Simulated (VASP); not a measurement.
PtSe$_{2}$ (1T layered) relaxed at rising pressure, in one space group throughout; other phases were not tried. The pressures are those reached. All values below come from LDA (Ceperley-Alder, Perdew-Zunger), VASP's LDA PAW potentials (set 64) (plane waves; VASP 6.6.1).

| P (GPa) | V (Å³/atom) | k-mesh |
|---|---|---|
| 0.10 | 19.261 | 9×9×7 |
| 5.07 | 18.196 | 10×10×7 |
| 20.01 | 16.442 | 10×10×7 |
| 30.00 | 15.691 | 10×10×7 |

A change of mesh leaves a small step in the series.

Task: Fit an equation of state and predict the volume at 45.00 GPa.

Result: Least squares on the third-order Birch-Murnaghan form, P = (3B0/2)(y⁷ − y⁵)[1 + (3/4)(B′ − 4)(y² − 1)] with y = (V0/V)^(1/3), gives V0 = 19.275 Å³/atom, B0 = 74 GPa and B′ = 6.8, and so 14.873 Å³/atom. The run gave 14.854 Å³/atom, -0.1 % from the fit.

Pressures at which the relaxation failed are left out.

The compound is PtSe2 in the 1T layered structure.
